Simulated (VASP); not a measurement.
An input for Quantum ESPRESSO's pw.x (written as the equivalent of a VASP run, and not itself run):

```
&CONTROL
  calculation = 'relax'
  pseudo_dir = './pseudo'
  outdir = './out'
  tprnfor = .true.
  tstress = .true.
  nstep = 30
  forc_conv_thr = 3.9e-05
/
&SYSTEM
  ibrav = 0
  nat = 5
  ntyp = 3
  ecutwfc = 84
  occupations = 'smearing'
  smearing = 'gaussian'
  degauss = 0.003675
  input_dft = 'pbe'
/
&ELECTRONS
  conv_thr = 7.3e-10
  electron_maxstep = 100
/
&IONS
/
ATOMIC_SPECIES
  K 39.098 K.upf
  Zn 65.380 Zn.upf
  F 18.998 F.upf
CELL_PARAMETERS angstrom
     4.1288031    0.0000000    0.0000000
     0.0000000    4.1288031    0.0000000
     0.0000000    0.0000000    4.1288031
ATOMIC_POSITIONS crystal
  K    0.0000000  0.0000000  0.0000000
  Zn   0.5000000  0.5000000  0.5000000
  F    0.5000000  0.0000000  0.5000000
  F    0.0000000  0.5000000  0.5000000
  F    0.5000000  0.5000000  0.0000000
K_POINTS automatic
  5 5 5 0 0 0
```

Question: Write the VASP files for the same calculation (PBE).

Answer: One answer among several that fit: 
File KPOINTS:
```
Automatic mesh
0
Gamma
5 5 5
0 0 0
```

INCAR:
```
SYSTEM  =  KZnF3
PREC  =  Accurate; ENCUT  =  520; LREAL  =  .False.
LASPH  =  .True.
EDIFF  =  1E-8; NELM  =  100; ALGO  =  Normal
LMAXMIX  =  4
ISMEAR  =  0; SIGMA  =  0.05
GGA  =  PE
IBRION  =  1; NSW  =  30; ISIF  =  2
EDIFFG  =  -0.001
LWAVE  =  .False.; LCHARG  =  .False.
```

File POSCAR:
```
KZnF3
1
    4.1288031481     0.0000000000     0.0000000000
    0.0000000000     4.1288031481     0.0000000000
    0.0000000000     0.0000000000     4.1288031481
K Zn F
1 1 3
Direct
  0.0000000000   0.0000000000   0.0000000000
  0.5000000000   0.5000000000   0.5000000000
  0.5000000000   0.0000000000   0.5000000000
  0.0000000000   0.5000000000   0.5000000000
  0.5000000000   0.5000000000   0.0000000000
```

POTCAR, in this order: K_sv Zn F (PBE.64 set). Program: vasp_std.

Limits of the translation: the potentials are each code's own (VASP's PAW set, PseudoDojo norm-conserving files in pw.x), so ENCUT and ecutwfc are chosen apart and not converted; conv_thr bounds pw.x's estimated SCF error, while EDIFF bounds the energy change between steps; forc_conv_thr acts on force components and is met together with etot_conv_thr.

The compound is KZnF3 in the cubic perovskite structure. It was relaxed first, which changed the volume by +6 %. The start is the result of an earlier pass.
